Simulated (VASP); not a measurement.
An input for Quantum ESPRESSO's pw.x (written as the equivalent of a VASP run, and not itself run):

```
&CONTROL
  calculation = 'vc-relax'
  pseudo_dir = './pseudo'
  outdir = './out'
  tprnfor = .true.
  tstress = .true.
  nstep = 60
  forc_conv_thr = 0.00078
/
&SYSTEM
  ibrav = 0
  nat = 3
  ntyp = 2
  ecutwfc = 98
  occupations = 'smearing'
  smearing = 'methfessel-paxton'
  degauss = 0.00735
  input_dft = 'vdw-df-obk8'
/
&ELECTRONS
  conv_thr = 7.3e-08
  electron_maxstep = 100
/
&IONS
/
&CELL
/
ATOMIC_SPECIES
  Si 28.085 Si.upf
  Ni 58.693 Ni.upf
CELL_PARAMETERS angstrom
    -0.0000000    2.7360691    2.7360691
     2.7360691   -0.0000000    2.7360691
     2.7360691    2.7360691    0.0000000
ATOMIC_POSITIONS crystal
  Si   0.2500000  0.2500000  0.2500000
  Si   0.7500000  0.7500000  0.7500000
  Ni   0.0000000  0.0000000  0.0000000
K_POINTS automatic
  9 9 9 0 0 0
```

Question: Translate this input to VASP (INCAR, KPOINTS, POSCAR, choice of POTCAR).

Answer: Several could match; the one computed here: 
File POSCAR:
```
NiSi2
1.0
  0.0000000000   2.7360690691   2.7360690691
  2.7360690691   0.0000000000   2.7360690691
  2.7360690691   2.7360690691   0.0000000000
Si Ni
2 1
Cart
  1.3680345346   1.3680345346   1.3680345346
  4.1041036036   4.1041036036   4.1041036036
  0.0000000000   0.0000000000   0.0000000000
```

**KPOINTS**
```
Automatic
0
Gamma
  9 9 9
```

INCAR:
```
ENCUT  =  520
LREAL  =  F
IBRION  =  2   # conjugate gradients
GGA  =  BO
NSW  =  60
LMAXMIX  =  4   # l cut-off of mixed one-centre charges
SYSTEM  =  NiSi2
ISIF  =  3
PARAM2  =  0.22
EDIFFG  =  -0.02
SIGMA  =  0.1   # width (eV)
EDIFF  =  1E-6
AGGAC  =  0.0
LUSE_VDW  =  T
PARAM1  =  0.1833333333
NELM  =  100
ISMEAR  =  1   # Methfessel-Paxton
LASPH  =  T   # aspherical one-centre terms
LCHARG  =  F
ALGO  =  Normal   # blocked Davidson
PREC  =  Accurate
LWAVE  =  F
```

POTCAR, in this order: Si Ni (PBE.64 set). Program: vasp_std.

What does not carry over: the potentials are each code's own (VASP's PAW set, PseudoDojo norm-conserving files in pw.x), so ENCUT and ecutwfc are chosen apart and not converted; conv_thr bounds pw.x's estimated SCF error, while EDIFF bounds the energy change between steps; forc_conv_thr acts on force components and is met together with etot_conv_thr.

The compound is NiSi2 in the fluorite structure. It was relaxed first. The start is the result of an earlier pass.
